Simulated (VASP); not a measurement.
```
ZrB2
1.0
    1.54277    -2.67215     0.00000
    1.54277     2.67215     0.00000
    0.00000     0.00000     3.42402
Zr B
1 2
Direct
  0.00000   0.00000   0.00000
  0.33333   0.66667   0.50000
  0.66667   0.33333   0.50000
```

Method: PBEsol GGA, VASP's PBE PAW potentials (set 64) (plane waves; VASP). Numerical set-up: 600 eV cut-off, 10×10×8 Γ-centred mesh, first-order Methfessel-Paxton smearing of 0.10 eV, potentials Zr_sv B.

Q: Predict the energy per atom (σ→0), pressure, band gap (on the k-mesh) with the smallest direct gap where there is one.

A: 
| Quantity | Result |
|---|---|
| band gap (on the k-mesh) | none (metal, semimetal or under 0.01 eV) |
| energy per atom (σ→0) | -8.760 eV/atom |
| pressure | 19.98 GPa |

The compound is ZrB2 in the AlB2 type structure. It was relaxed first under an external pressure of 20 GPa.
